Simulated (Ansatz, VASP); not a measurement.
## One calculation of RbSnN, two programs

File INCAR:

```
SYSTEM = RbSnN
ALGO = Normal ; EDIFF = 1E-7
ENCUT = 520 ; GGA = PE
ISIF = 2 ; ISMEAR = -1
LASPH = .True. ; LCHARG = .False.
LREAL = .False. ; LWAVE = .False.
NBANDS = 37 ; NELM = 60
PREC = Accurate ; SIGMA = 0.05
```

The input KPOINTS:

```
k-points
0
Gamma
  9 9 2
  0 0 0
```

Contents of POSCAR:

```
RbSnN
1.0
    3.5112665765      0.0000000000      0.0000000000
   -1.7556332882      3.0408460547      0.0000000000
    0.0000000000      0.0000000000     12.7915030000
Sn Rb N
2 2 2
Direct
   -0.0111090000     -0.0018460000      0.0087020000
    0.0032880000     -0.0009250000      0.5038440000
    0.3484700000      0.6936110000      0.2513320000
    0.6703480000      0.3308710000      0.7508850000
    0.6801990000      0.3406250000      0.0906260000
    0.3382620000      0.6584010000      0.5867440000
```

Contents of input.yaml:

```yaml
crystal:
  lattice:
    - [3.5112665765, 0.0, 0.0]
    - [-1.7556332882, 3.0408460547, 0.0]
    - [0.0, 0.0, 12.791503]
  atoms:
    - { symbol: Sn, position: [-0.011109, -0.001846, 0.008702] }
    - { symbol: Sn, position: [0.003288, -0.000925, 0.503844] }
    - { symbol: Rb, position: [0.34847, 0.693611, 0.251332] }
    - { symbol: Rb, position: [0.670348, 0.330871, 0.750885] }
    - { symbol: "N", position: [0.680199, 0.340625, 0.090626] }
    - { symbol: "N", position: [0.338262, 0.658401, 0.586744] }
hamiltonian:
  xc: pbe
  pseudopotentials: { kind: paw }
kpoints:
  mp_grid: { grid: [9, 9, 2] }
scf:
  occupations: { method: fermi_dirac, width: 0.05 }
output:
  forces: true
  stress: true
  eigenvalues: true
  write_density: true
  write_potential: true
  elf: true
  volumetric_format: npy
```

Change from the starting cell: atoms moved at random, drawn with an rms of 0.05 Å.

Alike in both runs: task single point; functional PBE; k mesh 9 × 9 × 2; occupations fermi-dirac, width 0.05 eV; no spin polarisation.

|  | VASP | Ansatz |
| --- | --- | --- |
| version | VASP 6.6.1 | Ansatz 0.2.0 |
| potentials or method | VASP PAW PBE potentials, release 64 (Sn_d, Rb_sv, N) | Ansatz PAW |
| plane-wave cutoff (eV) | 520 | 420 |
| valence electrons in the cell | 56 | 56 |

```csv
,VASP,Ansatz,Ansatz less VASP
gap on the k mesh at the Fermi level (eV),0.82,0.83,+0.009
least direct gap on the mesh (eV),0.90,0.90,+0.004
pressure (GPa),-0.2,-0.3,-0.11
largest component of the traceless stress (GPa),0.36,0.35,-0.005
rms of the force components (eV/Å),0.149,0.154,+0.0053
```

Atom by atom the forces differ by 0.014 eV/Å (rms over components).

Caveats: spin-orbit coupling is left out, which moves the levels of the heavy elements; an odd mesh through Γ misses points on the zone boundary, where band edges often lie (VASP); odd divisions of the mesh miss points on the zone boundary, where band edges often lie, so the gap on the mesh can be too wide (Ansatz).
